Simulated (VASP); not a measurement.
# HfMg6Ti under changes of volume

One of the cells (22.246 Å³/atom); the others are scaled copies at fixed shape and fractional positions:

```xyz
8
Lattice="5.0045 0.0000 0.0000 0.0000 3.1536 5.6384 0.0000 -3.1536 5.6384" Properties=species:S:1:pos:R:3 pbc="T T T"
Hf    2.5022    0.0000    7.6682
Ti    0.0000    0.0000    9.2306
Mg    2.5022    0.0000    1.8819
Mg    2.5022   -1.6314    4.7442
Mg    2.5022    1.6314    4.7442
Mg    0.0000    0.0000    3.7447
Mg    0.0000   -1.5349    6.5468
Mg    0.0000    1.5349    6.5468
```

The cell comes from a database or a generator and needn't be the stable form of this composition.

* Program: VASP 6.6.1
* Functional: PBE
* Potentials or basis: VASP PAW PBE potentials, release 64 (Hf_pv, Ti_sv, Mg)
* Cutoff: 520 eV
* k mesh: 6 × 5 × 5
* Occupations: fermi-dirac, width 0.05 eV
* Spin: no spin polarisation

```tsv
volume (Å³/atom)	energy over the lowest point (meV/atom)	pressure (GPa)	largest force (eV/Å)
20.502	?	?	?
20.938	3.37	1.8	0.325
21.374	0.00	0.7	0.339
22.246	2.19	-1.4	0.367
22.683	7.21	-2.3	0.380
23.119	14.54	-3.1	0.394
```

**Question.** What does the run at 20.502 Å³/atom give?

**Answer.** Energy over the lowest point 10.13 meV/atom; pressure 3.2 GPa; largest force 0.312 eV/Å.

Worked out: A Birch-Murnaghan fit of order 3 (a polynomial in V^(-2/3)) to the other rows has its minimum at 21.64 Å³/atom with B0 = V·E''(V) = 53 GPa and B' = 3.8 at fixed shape and positions, which overstates the stiffness. It gives 10.11 meV/atom at 20.502 Å³/atom, against the run's 10.13, and -dE/dV = 3.1 GPa, against 3.2.

Energies are extrapolated to zero smearing.
